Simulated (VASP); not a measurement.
Energy against volume of K (bcc). These are AM05 GGA, VASP's PBE PAW potentials (set 64) (plane waves; VASP) values and carry that method's errors.

```csv
V (Å³/atom),E (eV/atom)
69.183,-1.01477
71.391,-1.01775
73.599,-1.01904
75.807,-1.01884
78.015,-1.01736
```

Q: Fit a third-order Birch-Murnaghan equation of state.

A: 
| Item | Result |
|---|---|
| volume per atom | 74.38 Å^3/atom |
| bulk modulus | 3.4 GPa |
| pressure derivative of the bulk modulus | 3.66 |
| lattice constant a | 5.299 Å |

Measured: bulk modulus 3.8 GPa at 0 K (computed value off by -8.3 %), as given by H. Levämäki et al., Physical Review B (2014), arXiv:1402.3671 [corrected for temperature and zero-point phonon effects]; a 5.212 Å at 0 K (computed value off by +1.7 %), as given by Gábor I. Csonka et al., Physical Review B (2009), arXiv:0903.4037 [low-temperature or extrapolated to 0 K; zero-point anharmonic expansion removed].

The compound is K in the bcc structure. It was relaxed first.
